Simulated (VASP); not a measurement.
Mo: relaxation of cell and atoms with PBE

The system is Mo.

```xyz
1
Lattice="-1.5650 1.5650 1.5650 1.5650 -1.5650 1.5650 1.5650 1.5650 -1.5650" Properties=species:S:1:pos:R:3 pbc="T T T"
Mo    0.0000    0.0000    0.0000
```

The cell was built by a generator and needn't be a form met in nature.

```yaml
Program: VASP 6.6.1
Task: relaxation of cell and atoms
Functional: PBE
Potentials_or_basis: VASP PAW PBE potentials, release 64 (Mo_sv)
Cutoff: 700 eV
k_mesh: 18 × 18 × 18
Occupations: methfessel-paxton, width 0.1 eV
Spin: no spin polarisation
Further_INCAR_settings: ALGO = Fast; EDIFF = 1e-07; IBRION = 2; EDIFFG = -0.005; NSW = 60; ISIF = 3
```

| Item | Value |
| --- | --- |
| Relaxed volume | 15.81 Å³/atom |
| Relaxed cell | a = 2.739 Å, b = 2.739 Å, c = 2.739 Å, α = 109.47°, β = 109.47°, γ = 109.47° |
| Space group after relaxing (to 0.05 Å) | Im-3m (No. 229) |
| Energy gained by relaxing | 12.4 meV/atom |
| Ionic steps | 4 |
| Pressure after relaxing | 0.0 GPa |
| Band gap on the k mesh | none (metal or under the smearing width) |

The path:
| step | energy change (eV) | largest force (eV/Å) | pressure (GPa) | volume (Å³) |
| --- | --- | --- | --- | --- |
| 1 | 0.0000 | 0.0000 | 8.55 | 15.33 |
| 2 | 0.0754 | 0.0000 | -18.46 | 17.22 |
| 3 | -0.0124 | 0.0000 | -0.24 | 15.83 |
| 4 | -0.0124 | 0.0000 | -0.04 | 15.81 |

Final structure:
```
CELL_PARAMETERS angstrom
-1.58117 1.58117 1.58117
1.58117 -1.58117 1.58117
1.58117 1.58117 -1.58117
ATOMIC_POSITIONS crystal
Mo 0.00000 0.00000 0.00000
```

Levels at points of the mesh, in eV from the Fermi level:
```tsv
k point	band 3	band 4	band 5	band 6	band 7	band 8	band 9	band 10	band 11
(0.00, 0.00, 0.00)	-34.58	-34.58	-7.21	-1.35	-1.35	-1.35	1.63	1.63	14.80
(0.50, 0.00, 0.00)	-35.01	-34.59	-5.26	-3.36	1.57	1.65	2.27	4.65	11.46
(0.50, 0.50, 0.50)	-35.51	-35.51	-5.36	-5.36	3.91	3.91	3.91	8.97	8.97
```

Run time: 44 s on 1 thread of Intel(R) Xeon(R) 6975P-C (Granite Rapids) (shared host), peak memory 0.19 GiB.
